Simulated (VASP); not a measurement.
Wanted: the native input for a VASP 6.6.1 run.

```
Task                   : relaxation of cell and atoms
Functional             : PBEsol
Potentials or basis    : VASP PAW PBE potentials, release 64 (Pd)
Cutoff                 : 480 eV
k mesh                 : 18 × 18 × 18
Occupations            : gaussian, width 0.1 eV
Spin                   : no spin polarisation
Further INCAR settings : ALGO = Normal; EDIFF = 1e-07; IBRION = 2; EDIFFG = -0.005; NSW = 90; ISIF = 3
```

The structure of Pd lies in POSCAR:

```
Pd
1.0
    0.0000000000      1.9586507900      1.9586507900
    1.9586507900      0.0000000000      1.9586507900
    1.9586507900      1.9586507900      0.0000000000
Pd
1
Direct
    0.0000000000      0.0000000000      0.0000000000
```

One way to write it, as run:

INCAR

```
ALGO = Normal ; EDIFF = 1E-7
EDIFFG = -0.005 ; ENCUT = 480
GGA = PS ; IBRION = 2
ISIF = 3 ; ISMEAR = 0
LASPH = True ; LCHARG = False
LREAL = False ; LWAVE = False
NELM = 60 ; NSW = 90
PREC = Accurate ; SIGMA = 0.1
```

KPOINTS

```
k-points
0
Gamma
  18 18 18
```

Potentials or basis: VASP PAW PBE potentials, release 64 (Pd).

Command:

```bash
$ cat potpaw_PBE.64/Pd/POTCAR > POTCAR
$ mpirun -np 1 vasp_std > vasp.out
```

Results of the run:

* Relaxed volume: 14.52 Å³/atom
* Relaxed cell: a = 2.739 Å, b = 2.739 Å, c = 2.739 Å, α = 60.00°, β = 60.00°, γ = 60.00°
* Space group after relaxing (to 0.05 Å): Fm-3m (No. 225)
* Energy gained by relaxing: 10.2 meV/atom
* Ionic steps: 4
* Pressure after relaxing: 0.0 GPa
* Band gap on the k mesh: none (metal or under the smearing width)

Caveat: the PAW data sets were made with another functional, which shifts forces and pressure a little.

Run time: 25 s on 1 thread of Intel(R) Xeon(R) 6975P-C (Granite Rapids), on a shared host, peak memory 0.14 GiB.
